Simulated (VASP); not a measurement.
A VASP calculation is set up with these files.

KPOINTS:
```
Regular mesh
0
gamma
  13 13 4
0 0 0
```

INCAR:
```
SYSTEM = Nb4C3N
PREC = Accurate
ENCUT = 520
EDIFF = 1E-7
NELM = 100
ALGO = Normal
LREAL = .FALSE.
LASPH = .TRUE.
ISMEAR = -5
GGA = PS
LMAXMIX = 4
LWAVE = .FALSE.
LCHARG = .TRUE.
LORBIT = 11
NEDOS = 601
ISIF = 2
LEFG = .TRUE.
```

POSCAR:
```
Nb4C3N
1
   -0.0000000000     2.2194184515     2.2194184515
    2.2194184515    -0.0000000000     2.2194184515
    8.8630475830     8.8630475830     0.0146262232
Nb N C
4 1 3
Direct
  0.0063971487   0.0063971487   0.9952021384
  0.9936028513   0.9936028513   0.2547978616
  0.0053518826   0.0053518826   0.4959860880
  0.9946481174   0.9946481174   0.7540139120
  0.5000000000   0.5000000000   0.1250000000
  0.5020044059   0.5020044059   0.3734966956
  0.5000000000   0.5000000000   0.6250000000
  0.4979955941   0.4979955941   0.8765033044
```

POTCAR, in this order: Nb_sv N C (PBE.64 set). Program: vasp_std.

**Question.** Write an equivalent input for Ansatz.

**Answer.** One equivalent input (not run):
Ansatz 0.2 input:
```yaml
crystal:
  lattice:
    - [0.0000000, 2.2194185, 2.2194185]
    - [2.2194185, 0.0000000, 2.2194185]
    - [8.8630476, 8.8630476, 0.0146262]
  atoms:
    - { symbol: Nb, position: [0.0063971, 0.0063971, 0.9952021] }
    - { symbol: Nb, position: [0.9936029, 0.9936029, 0.2547979] }
    - { symbol: Nb, position: [0.0053519, 0.0053519, 0.4959861] }
    - { symbol: Nb, position: [0.9946481, 0.9946481, 0.7540139] }
    - { symbol: N, position: [0.5000000, 0.5000000, 0.1250000] }
    - { symbol: C, position: [0.5020044, 0.5020044, 0.3734967] }
    - { symbol: C, position: [0.5000000, 0.5000000, 0.6250000] }
    - { symbol: C, position: [0.4979956, 0.4979956, 0.8765033] }
kpoints:
  mp_grid: { grid: [13, 13, 4] }
hamiltonian:
  xc: pbesol
  pseudopotentials: { kind: paw }
scf:
  occupations: { method: tetrahedron }
  max_iter: 100
output: { forces: true, stress: true, eigenvalues: true }
```
What does not carry over: each code has its own PAW files, so the cut-off isn't converted (ENCUT is set for VASP's; basis.ecutwfc is left out, and Ansatz then takes the one that its files recommend); Ansatz stops its SCF on the density residual and VASP on the energy change (EDIFF); the field gradients of LEFG aren't asked of the other code.

The structure was generated: Nb4C3N was put into an ordered model structure (R-3m), which need not be its known phase. It was relaxed first.
